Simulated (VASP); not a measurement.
Highest phonon frequency on the path of Ta (bcc) against the volume, from finite displacements in a 4×4×4 supercell. These are LDA (Ceperley-Alder, Perdew-Zunger), VASP's LDA PAW potentials (set 64) (plane waves; VASP) values and carry that method's errors.  Fit ln ω as a straight line in ln V.

```tsv
V (Å³/atom)	ln(ω/cm⁻¹)
17.667	5.1311
18.013	5.0922
18.36	5.0548
```

Fit the rows as the text says and predict the value at 17.321.

The slope is -1.98, a Grüneisen parameter of 1.98 for this mode. The line misses the rows by up to 0.0003 and gives 5.1702 at 17.321. The run gave 5.1756, +0.0054 from the line.

Runs of the series that failed, ran out of time, didn't relax or are held back are left out.

The compound is Ta in the bcc structure.
